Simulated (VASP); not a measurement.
Consider the following.

```
AlFe
1.0
    2.84057     0.00000     0.00000
    0.00000     2.84057     0.00000
    0.00000     0.00000     2.84057
Al Fe
1 1
Direct
  0.50000   0.50000   0.50000
  0.00000   0.00000   0.00000
```

The numbers are results of AM05 GGA, VASP's PBE PAW potentials (set 64) (plane waves; VASP), not measurements. Settings: 520 eV cut-off, 12×12×12 Γ-centred mesh, first-order Methfessel-Paxton smearing of 0.10 eV, potentials Al Fe.

Predict the energy per atom (σ→0), band gap (on the k-mesh) with the smallest direct gap where there is one.

band gap (on the k-mesh): none (metal, semimetal or under 0.01 eV)
energy per atom (σ→0): -6.700 eV/atom

Total energies compare only between runs with the same potentials, cut-off and functional.

The compound is FeAl in the CsCl type structure. It was relaxed first, which changed the volume by -7 %. The start is the result of an earlier pass. The run is not spin-polarised, so no magnetic state was tried. The electron count is odd and the run is not spin-polarised, which forces a metal.
